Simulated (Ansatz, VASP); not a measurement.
## Two plane-wave programs on Ba3AlN3

File INCAR:

```
  PREC = Accurate
  ENCUT = 520
  EDIFF = 1E-6
  ISMEAR = 0
  SIGMA = 0.1
  LREAL = F
  LASPH = T
  NELM = 80
  ALGO = Normal
  ISIF = 2
  LWAVE = F
  LCHARG = F
  GGA = PE
  NBANDS = 33
```

The input KPOINTS:

```
regular mesh
0
Gamma
  4 4 4
```

File POSCAR:

```
Ba3AlN3
1.0
    5.4832989200      0.0000000000      0.0000000000
    0.0000000000      5.4832989200      0.0000000000
    0.0000000000      0.0000000000      5.4832989200
Ba Al N
3 1 3
Direct
    0.5000000000      0.0000000000      0.0000000000
    0.0000000000      0.5000000000      0.0000000000
    0.0000000000      0.0000000000      0.5000000000
    0.0000000000      0.0000000000      0.0000000000
    0.5000000000      0.0000000000      0.5000000000
    0.5000000000      0.5000000000      0.0000000000
    0.0000000000      0.5000000000      0.5000000000
```

Input for Ansatz:

```yaml
crystal:
  lattice:
    - [5.48329892, 0.0, 0.0]
    - [0.0, 5.48329892, 0.0]
    - [0.0, 0.0, 5.48329892]
  atoms:
    - { symbol: Ba, position: [0.5, 0.0, 0.0] }
    - { symbol: Ba, position: [0.0, 0.5, 0.0] }
    - { symbol: Ba, position: [0.0, 0.0, 0.5] }
    - { symbol: Al, position: [0.0, 0.0, 0.0] }
    - { symbol: "N", position: [0.5, 0.0, 0.5] }
    - { symbol: "N", position: [0.5, 0.5, 0.0] }
    - { symbol: "N", position: [0.0, 0.5, 0.5] }
basis:
  ecutwfc: 420
kpoints:
  mp_grid: { grid: [4, 4, 4] }
hamiltonian:
  xc: pbe
scf:
  occupations: { method: gaussian, width: 0.1 }
  lower_state_search: "off"
output:
  forces: true
  stress: true
  eigenvalues: true
```

Change from the starting cell: species swapped into the Ca3AsCl3 type (Pm-3m, No. 221).

Alike in both runs: task single point; functional PBE; k mesh 4 × 4 × 4; occupations gaussian, width 0.1 eV; no spin polarisation.

|  | VASP | Ansatz |
| --- | --- | --- |
| version | VASP 6.6.1 | Ansatz 0.2.0 |
| potentials or method | VASP PAW PBE potentials, release 64 (Ba_sv, Al, N) | scalar-relativistic, plane waves, PAW |
| plane-wave cutoff (eV) | 520 | 420 |
| valence electrons in the cell | 48 | 48 |

|  | VASP | Ansatz | Ansatz less VASP |
| --- | --- | --- | --- |
| gap on the k mesh at the Fermi level (eV) | none | none | - |
| pressure (GPa) | 10.8 | 9.2 | -1.58 |

A gap of «none» marks a metal or a gap that the smearing closes.

Spin-orbit coupling is left out, which matters for the levels of Ba.
